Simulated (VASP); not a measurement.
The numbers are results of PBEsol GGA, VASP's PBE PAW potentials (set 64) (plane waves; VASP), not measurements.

Input for VASP

### KPOINTS
```
Automatic mesh
0
Gamma
9 9 9
0 0 0
```

INCAR:
```
ALGO=Normal
EDIFF=1E-6
EDIFFG=-0.01
ENCUT=400
GGA=PS
IBRION=2
ISIF=3
ISMEAR=1
ISPIN=2
LASPH=T
LCHARG=F
LMAXMIX=4
LORBIT=10
LREAL=F
LWAVE=F
MAGMOM=2.0 0.0
NELM=100
NSW=60
PREC=Accurate
SIGMA=0.1
SYSTEM=VAl
```

File POSCAR:
```
VAl
1
    0.0000000000     3.1638790000     3.1638790000
    3.1638790000     0.0000000000     3.1638790000
    3.1638790000     3.1638790000     0.0000000000
V Al
1 1
Direct
  0.0000000000   0.0000000000   0.0000000000
  0.2500000000   0.2500000000   0.2500000000
```

POTCAR, in this order: V_sv Al (PBE.64 set). Program: vasp_std.

Energy and stress use the plane-wave basis of the starting cell.

Question: Predict the energy per atom (σ→0), cell moment, volume per atom, band gap (on the k-mesh).

Answer: 
```json
{
  "energy per atom (σ→0)": "-471.9 kJ/mol-atom",
  "cell_moment": "0.00 μB",
  "band gap (on the k-mesh)": "none (metal, semimetal or under 0.01 eV)",
  "volume_per_atom": "22.95 Å^3/atom"
}
```

### OSZICAR
```
...
       N       E                     dE             d eps       ncg     rms          rms(c)
DAV:   1    -0.982892977979E+01   -0.48877E-01   -0.51185E-01  1870   0.105E+01    0.210E+00
DAV:   2    -0.986523625336E+01   -0.36306E-01   -0.67303E-01  1880   0.955E+00    0.256E+00
DAV:   3    -0.978099239313E+01    0.84244E-01   -0.20116E-01  1860   0.530E+00    0.175E-01
DAV:   4    -0.978076687390E+01    0.22552E-03   -0.48998E-03  1860   0.509E-01    0.691E-02
DAV:   5    -0.978073211233E+01    0.34762E-04   -0.10705E-04  2000   0.132E-01    0.308E-02
DAV:   6    -0.978073298828E+01   -0.87595E-06   -0.62041E-06  1950   0.265E-02
   6 F= -.97807330E+01 E0= -.97820823E+01  d E =-.649359E+00  mag=     0.0000
```

The structure was generated: VAl was put into the zinc blende type (F-43m), which need not be its known phase. This run relaxes it. Symmetry was kept, so distortions that lower it aren't found.
